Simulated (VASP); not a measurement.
Input for VASP

### INCAR
```
ALGO  =  Normal
EDIFF  =  1E-03
ENCUT  =  180
GGA  =  PE
ISIF  =  2
ISMEAR  =  0
LASPH  =  T
LCHARG  =  F
LMAXMIX  =  4
LREAL  =  F
LWAVE  =  F
NELM  =  100
PREC  =  Accurate
SIGMA  =  0.01
SYSTEM  =  Se
```

### KPOINTS
```
Regular mesh
0
G
 6 6 6
```

POSCAR:
```
Se
4.542660
  1.0000000000   0.0000000000   0.0000000000
 -0.5000000000   0.8660256326   0.0000000000
  0.0000000000   0.0000000000   1.1052163270
Se
3
Cartesian
  0.2178900000   0.0000000000   0.3684050739
 -0.1089450000   0.1886983251   0.7368112531
  0.3910550000   0.6773273075   0.0000000000
```

POTCAR, in this order: Se (PBE.64 set). Program: vasp_std.

Translate this PBE calculation to Ansatz.

One equivalent input (not run):
Ansatz 0.2 input:
```yaml
crystal:
  lattice:
    - [4.5426600, 0.0000000, 0.0000000]
    - [-2.2713300, 3.9340600, 0.0000000]
    - [0.0000000, 0.0000000, 5.0206220]
  atoms:
    - { symbol: Se, position: [0.2178900, 0.0000000, 0.3333330] }
    - { symbol: Se, position: [0.0000000, 0.2178900, 0.6666670] }
    - { symbol: Se, position: [0.7821100, 0.7821100, 0.0000000] }
kpoints:
  mp_grid: { grid: [6, 6, 6] }
hamiltonian:
  xc: pbe
  pseudopotentials: { kind: paw }
scf:
  occupations: { method: gaussian, width: 0.01 }
  max_iter: 100
output: { forces: true, stress: true, eigenvalues: true }
```
The two are equivalent in intent, not identical: each code has its own PAW files, so the cut-off isn't converted (ENCUT is set for VASP's; basis.ecutwfc is left out, and Ansatz then takes the one that its files recommend); Ansatz stops its SCF on the density residual and VASP on the energy change (EDIFF).

The structure comes from a computed database's Se entry; how it stands against other phases isn't given here. The cell was not relaxed at this level. The run is one of a series of settings (EDIFF = 1E-03, ENCUT = 180, KPOINTS 6×6×6 Γ-centred mesh against the base run), some of them coarse on purpose.
